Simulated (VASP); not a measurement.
A VASP calculation is set up with these files.

**POSCAR**
```
ZnF2
1.0
  4.7147224147   0.0000000000   0.0000000000
  0.0000000000   4.7147224147   0.0000000000
  0.0000000000   0.0000000000   3.1403758536
Zn F
2 4
Cart
  0.0000000000   0.0000000000   3.1403758536
  2.3573612073   2.3573612073   1.5701879268
  1.4293626330   1.4293626330   0.0000000000
  3.7867238404   0.9279985743   1.5701879268
  0.9279985743   3.7867238404   1.5701879268
  3.2853597817   3.2853597817   3.1403758536
```

### INCAR
```
SYSTEM = ZnF2
PREC = Accurate
ENCUT = 530
EDIFF = 1E-6
NELM = 100
ALGO = Normal
LREAL = .FALSE.
LASPH = .TRUE.
ISMEAR = 0
SIGMA = 0.05
METAGGA = R2SCAN
LMIXTAU = .TRUE.
LMAXMIX = 4
LWAVE = .FALSE.
LCHARG = .FALSE.
IBRION = 2
ISIF = 3
NSW = 60
EDIFFG = -0.02
```

### KPOINTS
```
Automatic
0
G
 4 4 6
0 0 0
```

POTCAR, in this order: Zn F (PBE.64 set). Program: vasp_std.

**Question.** Translate this r2SCAN calculation to Ansatz.

**Answer.** One equivalent input (not run):
Ansatz 0.2 input:
```yaml
crystal:
  lattice:
    - [4.7147224, 0.0000000, 0.0000000]
    - [0.0000000, 4.7147224, 0.0000000]
    - [0.0000000, 0.0000000, 3.1403759]
  atoms:
    - { symbol: Zn, position: [0.0000000, 0.0000000, 1.0000000] }
    - { symbol: Zn, position: [0.5000000, 0.5000000, 0.5000000] }
    - { symbol: F, position: [0.3031701, 0.3031701, 0.0000000] }
    - { symbol: F, position: [0.8031701, 0.1968299, 0.5000000] }
    - { symbol: F, position: [0.1968299, 0.8031701, 0.5000000] }
    - { symbol: F, position: [0.6968299, 0.6968299, 1.0000000] }
kpoints:
  mp_grid: { grid: [4, 4, 6] }
hamiltonian:
  xc: r2scan
  pseudopotentials: { kind: paw }
scf:
  occupations: { method: gaussian, width: 0.05 }
  max_iter: 100
relax:
  max_steps: 60
  f_tol: 0.02
  cell: {}
output: { forces: true, stress: true, eigenvalues: true }
```
What does not carry over: each code has its own PAW files, so the cut-off isn't converted (ENCUT is set for VASP's; basis.ecutwfc is left out, and Ansatz then takes the one that its files recommend); Ansatz stops its SCF on the density residual and VASP on the energy change (EDIFF).

The compound is ZnF2 in the rutile structure. This run relaxes it. Symmetry was kept, so distortions that lower it aren't found. The start is the result of an earlier pass.
